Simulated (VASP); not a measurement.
Level of theory: AM05 GGA, VASP's PBE PAW potentials (set 64) (plane waves; VASP).

The input files of a VASP run:

### KPOINTS
```
Automatic mesh
0
Gamma
9 9 9
0 0 0
```

### INCAR
```
# general
SYSTEM   =  ZnS
PREC     =  Accurate
ENCUT    =  520
LREAL    =  .FALSE.
LASPH    =  .TRUE.

# electronic loop
EDIFF    =  1E-7
NELM     =  100
ALGO     =  Normal
LMAXMIX  =  4

# smearing
ISMEAR   =  0
SIGMA    =  0.05

# functional
GGA      =  AM

# ions
ISIF     =  2

# output
LWAVE    =  .FALSE.
LCHARG   =  .FALSE.
```

### POSCAR
```
ZnS
1
    0.0000000000     2.6322642099     2.6322642099
    2.6322642099     0.0000000000     2.6322642099
    2.6322642099     2.6322642099     0.0000000000
Zn S
1 1
Direct
  0.0000000000   0.0000000000   0.0000000000
  0.2500000000   0.2500000000   0.2500000000
```

POTCAR, in this order: Zn S (PBE.64 set). Program: vasp_std.

The resulting files:

OSZICAR:
```
       N       E                     dE             d eps       ncg     rms          rms(c)
DAV:   1     0.884774035539E+02    0.88477E+02   -0.93518E+03   910   0.171E+03
DAV:   2    -0.144037410470E+01   -0.89918E+02   -0.86014E+02   985   0.288E+02
DAV:   3    -0.743722834192E+01   -0.59969E+01   -0.59704E+01  1115   0.744E+01
DAV:   4    -0.751101177672E+01   -0.73783E-01   -0.73755E-01  1045   0.882E+00
DAV:   5    -0.751205733468E+01   -0.10456E-02   -0.10455E-02  1105   0.104E+00    0.816E+00
DAV:   6    -0.712188993840E+01    0.39017E+00   -0.98826E-01  1236   0.401E+01    0.617E+00
DAV:   7    -0.710517067136E+01    0.16719E-01   -0.38751E-01   955   0.647E+00    0.285E+00
DAV:   8    -0.710357569882E+01    0.15950E-02   -0.65848E-03  1045   0.867E-01    0.778E-01
DAV:   9    -0.710374584075E+01   -0.17014E-03   -0.13970E-03  1038   0.381E-01    0.120E-01
DAV:  10    -0.710394205118E+01   -0.19621E-03   -0.27020E-04  1010   0.162E-01    0.644E-02
DAV:  11    -0.710394920368E+01   -0.71525E-05   -0.37801E-05  1050   0.918E-02    0.836E-03
DAV:  12    -0.710394926905E+01   -0.65360E-07   -0.69045E-06  1342   0.441E-02    0.407E-03
DAV:  13    -0.710394966393E+01   -0.39488E-06   -0.17263E-06   940   0.191E-02    0.324E-03
DAV:  14    -0.710394965410E+01    0.98310E-08   -0.18410E-07   954   0.405E-03
   1 F= -.71039497E+01 E0= -.71039497E+01  d E =-.251188E-15
```

### OUTCAR
```
------------------------ aborting loop because EDIFF is reached ----------------------------------------
  FORCE on cell =-STRESS in cart. coord.  units (eV):
  Direction    XX          YY          ZZ          XY          YZ          ZX
  --------------------------------------------------------------------------------------
  Total        1.2253704      1.2253704      1.2253704      0.0000000      0.0000000      0.0000000
  in kB       53.8219636     53.8219636     53.8219636      0.0000000      0.0000000      0.0000000
  external PRESSURE =      53.8219636 kB  Pullay stress =       0.0000000 kB
  volume of cell :       36.48
      direct lattice vectors                 reciprocal lattice vectors
     0.000000000  2.632264210  2.632264210    -0.189950537  0.189950537  0.189950537
     2.632264210  0.000000000  2.632264210     0.189950537 -0.189950537  0.189950537
     2.632264210  2.632264210  0.000000000     0.189950537  0.189950537 -0.189950537
  FREE ENERGIE OF THE ION-ELECTRON SYSTEM (eV)
  ---------------------------------------------------
  free  energy   TOTEN  =        -7.1039496541 eV

  energy  without entropy=       -7.1039496541  energy(sigma->0) =       -7.10394965
```
(Selected blocks of OUTCAR.)

The compound is ZnS in the zinc blende structure. This cell is one point of a volume scan, at 0.94 of the reference volume.
